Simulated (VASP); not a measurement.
Given:

```
Sc
1.0
   -1.81331     1.81331     1.81331
    1.81331    -1.81331     1.81331
    1.81331     1.81331    -1.81331
Sc
1
Direct
  0.00000   0.00000   0.00000
```

These are PBEsol GGA, VASP's PBE PAW potentials (set 64) (plane waves; VASP) values and carry that method's errors. Settings: 530 eV cut-off, 13×13×13 Γ-centred mesh, first-order Methfessel-Paxton smearing of 0.10 eV, potentials Sc_sv.

Finite-difference elastic constants of metals are sensitive to mesh and smearing; shear constants can be off by tens of GPa.

### Question
Give the elastic stiffness tensor with the ions relaxed (GPa, in the frame of the cell).

### Answer

```
      xx    yy    zz    yz    xz    xy
--  ----  ----  ----  ----  ----  ----
xx  59.6  56.6  56.6   0.0   0.0   0.0
yy  56.6  59.6  56.6   0.0   0.0   0.0
zz  56.6  56.6  59.6   0.0   0.0   0.0
yz   0.0   0.0   0.0  37.1   0.0   0.0
xz   0.0   0.0   0.0   0.0  37.1   0.0
xy   0.0   0.0   0.0   0.0   0.0  37.1
```

### Question
What does the run give for the Hill bulk modulus, Hill shear modulus, Young's modulus, Poisson's ratio?

### Answer

```yaml
hill_bulk_modulus: 57.7 GPa
hill_shear_modulus: 13.2 GPa
Young's modulus: 36.8 GPa
Poisson's ratio: 0.394
```

The structure was generated: Sc was put into the bcc type (Im-3m), which need not be its known phase. It was relaxed first.
